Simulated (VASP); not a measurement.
The system is Si2W.

```
Si W
1.0
    -1.60690    1.60690    3.91495
     1.60690   -1.60690    3.91495
     1.60690    1.60690   -3.91495
Si W
2 1
Direct
  0.33470 0.33470 0.00000
  0.66530 0.66530 0.00000
  0.00000 0.00000 0.00000
```

| Item | Value |
| --- | --- |
| Program | VASP 6.6.1 |
| Task | relaxation of cell and atoms |
| Functional | PBE |
| Potentials or basis | VASP PAW PBE potentials, release 64 (Si, W_sv) |
| Cutoff | 520 eV |
| k mesh | 26 × 26 × 26 |
| Occupations | gaussian, width 0.1 eV |
| Spin | no spin polarisation |

At the start: pressure 3.4 GPa; volume 13.48 Å³/atom.

Question: Where does the relaxation end?

Answer: Over 8 steps the energy falls by 2.1 meV/atom and the volume is 13.68 Å³/atom (+1.5 %); space group I4/mmm (No. 139, to 0.05 Å).

The path:
```csv
step,energy change (eV),largest force (eV/Å),pressure (GPa),volume (Å³)
1,0.0000,0.0665,3.38,40.44
2,0.0136,0.1022,-5.55,42.12
3,-0.0062,0.0027,-0.01,41.03
4,-0.0062,0.0040,0.05,41.02
5,-0.0062,0.0014,0.04,41.02
6,-0.0062,0.0021,0.05,41.02
7,-0.0062,0.0008,-0.06,41.04
8,-0.0062,0.0011,0.01,41.03
```

Final structure:
```yaml
crystal:
  lattice:
    - [-1.61479, 1.61479, 3.93374]
    - [1.61479, -1.61479, 3.93374]
    - [1.61479, 1.61479, -3.93374]
  atoms:
    - { symbol: Si, position: [0.33454, 0.33454, 0.00000] }
    - { symbol: Si, position: [0.66546, 0.66546, 0.00000] }
    - { symbol: W, position: [0.00000, 0.00000, 0.00000] }
```
